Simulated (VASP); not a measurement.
A hop in Si (diamond): Li between interstitial sites, in a supercell of 65 atoms with charge +1. Nudged elastic band with 3 images between relaxed ends, without a climbing image, so the barrier is a lower bound. Level of theory: PBE GGA, VASP's PBE PAW potentials (set 64) (plane waves; VASP 6.6.1). Settings: PREC = Normal, LREAL = Auto, ISYM = 0, NELECT = 256.0, 400 eV cut-off, 1×1×1 Γ-centred mesh, Gaussian smearing of 0.050 eV, potentials Si Li.

The cell is charged, with a uniform compensating background. The supercell is sampled at Γ alone, which is coarse: total energies, pressure and levels can be off, energies of defects by several tenths of an eV.

First end (POSCAR):

```
LiSi64
1.0
    10.937075    0.000000    0.000000
     0.000000   10.937075    0.000000
     0.000000    0.000000   10.937075
Si Li
64 1
Direct
     0.500053    0.999231    0.999445
     0.628763    0.122476    0.121443
     0.751693    0.250812    0.998844
     0.875888    0.375103    0.124985
     0.751087    0.999575    0.250229
     0.875499    0.125072    0.374953
     0.000215    0.999951    0.000143
     0.125112    0.124353    0.125297
     0.249521    0.248980    0.999930
     0.375046    0.375161    0.123015
     0.500633    0.500950    0.999715
     0.625088    0.625383    0.125320
     0.749884    0.750189    0.000326
     0.875198    0.874974    0.124838
     0.249841    0.999040    0.249631
     0.375323    0.123277    0.374598
     0.504123    0.246250    0.245673
     0.627056    0.374829    0.374920
     0.750509    0.500243    0.249132
     0.875043    0.624431    0.374940
     0.501057    0.000227    0.500538
     0.625931    0.124854    0.625521
     0.750812    0.249445    0.500550
     0.875136    0.375267    0.624924
     0.750565    0.999449    0.749815
     0.875224    0.124297    0.874748
     0.999579    0.499845    0.998901
     0.122026    0.628548    0.121715
     0.251095    0.751121    0.999312
     0.375837    0.874765    0.125449
     0.000227    0.249518    0.249720
     0.123790    0.375108    0.375194
     0.246029    0.504004    0.245895
     0.374677    0.626322    0.375633
     0.500566    0.750050    0.250422
     0.625365    0.875403    0.375007
     0.999908    0.999259    0.499348
     0.122188    0.122311    0.627906
     0.246869    0.246167    0.503836
     0.375992    0.374539    0.626968
     0.504458    0.503807    0.504130
     0.628366    0.628927    0.627911
     0.751440    0.751081    0.499277
     0.875949    0.874824    0.625152
     0.250568    0.999565    0.750561
     0.375261    0.124847    0.875224
     0.501350    0.249181    0.750985
     0.625376    0.375550    0.875196
     0.750753    0.500079    0.750501
     0.874623    0.625552    0.875292
     0.999228    0.750656    0.250788
     0.125573    0.874412    0.375359
     0.000099    0.500672    0.500800
     0.124730    0.625066    0.626403
     0.249509    0.749889    0.501601
     0.375290    0.875495    0.624855
     0.999160    0.250481    0.750774
     0.125287    0.374659    0.875080
     0.249906    0.499910    0.750300
     0.374975    0.624928    0.874836
     0.499489    0.751125    0.750848
     0.625457    0.875021    0.874979
     0.000106    0.750256    0.751039
     0.125216    0.875402    0.875286
     0.375612    0.375279    0.374714
```

Last end:

```
LiSi64
1.0
    10.937075    0.000000    0.000000
     0.000000   10.937075    0.000000
     0.000000    0.000000   10.937075
Si Li
64 1
Direct
     0.500834    1.000167    1.000287
     0.625510    0.125660    0.124662
     0.750724    0.249959    0.999720
     0.874964    0.375557    0.123971
     0.750177    1.000448    0.249444
     0.874597    0.124135    0.375415
     0.000040    1.000085    0.000263
     0.125971    0.123769    0.124746
     0.250110    0.249775    1.000209
     0.375551    0.374746    0.124449
     0.499976    0.500383    0.999966
     0.625666    0.624535    0.124736
     0.749814    0.750329    0.000437
     0.875010    0.875178    0.124943
     0.250469    0.999356    0.250380
     0.375932    0.124722    0.374162
     0.500281    0.250105    0.249482
     0.625582    0.374343    0.374358
     0.750236    0.499731    0.249874
     0.874781    0.625252    0.374317
     0.500418    0.000497    0.499982
     0.626497    0.124273    0.624755
     0.750422    0.250090    0.499911
     0.874826    0.374655    0.625581
     0.750447    0.999564    0.750032
     0.875045    0.124480    0.874940
     1.000416    0.500373    0.999720
     0.124474    0.626112    0.124522
     0.250492    0.750182    1.000018
     0.375256    0.875654    0.124409
    -0.002678    0.246793    0.246966
     0.121452    0.371180    0.371080
     0.249894    0.500260    0.248077
     0.378914    0.628683    0.371373
     0.503407    0.753202    0.247629
     0.626415    0.876314    0.375538
     1.000831    1.000061    0.499815
     0.124731    0.125144    0.625418
     0.250694    0.248391    0.499917
     0.379925    0.370628    0.629228
     0.502245    0.500015    0.500152
     0.625473    0.626318    0.625498
     0.750536    0.750114    0.499839
     0.875131    0.875618    0.624366
     0.250139    1.000314    0.749699
     0.374775    0.123931    0.876088
     0.503992    0.246632    0.753895
     0.626394    0.376035    0.876079
     0.750080    0.500532    0.749725
     0.873949    0.624802    0.876097
     0.999699    0.750273    0.249956
     0.124922    0.874722    0.374775
    -0.001315    0.500052    0.500102
     0.121360    0.628468    0.629734
     0.250286    0.751252    0.500834
     0.375883    0.875722    0.625479
     0.999658    0.249692    0.750252
     0.124455    0.374053    0.875409
     0.250483    0.499261    0.751882
     0.375602    0.625615    0.875102
     0.500247    0.750610    0.750329
     0.625292    0.875164    0.875187
    -0.002737    0.753125    0.753814
     0.125996    0.876193    0.876007
     0.250574    0.499157    0.500642
```

Question: Predict the energy profile and the barrier.

Answer: 
```json
[
 {"image": "0", "path length (Å)": "0.00", "E − E(first end) (eV)": "0.000"},
 {"image": "1", "path length (Å)": "0.63", "E − E(first end) (eV)": "0.283"},
 {"image": "2", "path length (Å)": "1.25", "E − E(first end) (eV)": "0.593"},
 {"image": "3", "path length (Å)": "1.88", "E − E(first end) (eV)": "0.291"},
 {"image": "4", "path length (Å)": "2.50", "E − E(first end) (eV)": "-0.001"}
]
```
The highest image is number 2 (counting the first end as 0), 1.25 Å along the path. The barrier is 0.59 eV forward and 0.59 eV back; the ends differ by 0.00 eV.

The cell is a supercell with a defect, built from Si (diamond): Li between interstitial sites, charge +1. The run is not spin-polarised, so no state with unpaired spins was tried.
